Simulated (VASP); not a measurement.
Method: PBEsol GGA, VASP's PBE PAW potentials (set 64) (plane waves; VASP).

VASP ran on this input.

KPOINTS:
```
kpoints
0
G
 11 11 6
0 0 0
```

POSCAR:
```
Tl
1
    1.7179779385    -2.9756251765     0.0000000000
    1.7179779385     2.9756251765     0.0000000000
    0.0000000000    -0.0000000000     5.5623181137
Tl
2
Direct
  0.3333330000   0.6666670000   0.2500000000
  0.6666670000   0.3333330000   0.7500000000
```

### INCAR
```
SYSTEM = Tl
PREC = Accurate; ENCUT = 400; LREAL = .FALSE.
LASPH = .TRUE.
EDIFF = 1E-8; NELM = 100; ALGO = Normal
LMAXMIX = 4
ISMEAR = 1; SIGMA = 0.1
GGA = PS
IBRION = 1; NSW = 30; ISIF = 2
EDIFFG = -0.001
LWAVE = .FALSE.; LCHARG = .FALSE.
```

POTCAR, in this order: Tl_d (PBE.64 set). Program: vasp_std.

### Question
What will the output report for the number of irreducible k-points (NKPTS), largest plane-wave count, number of space-group operations, FFT grid (NGX, NGY, NGZ)?

### Answer

* **number of irreducible k-points (NKPTS)**: 64
* **largest plane-wave count**: 1052
* **number of space-group operations**: 24
* **FFT grid (NGX, NGY, NGZ)**: 24 × 24 × 36

The compound is Tl in the hcp structure. It was relaxed first. The start is the result of an earlier pass.
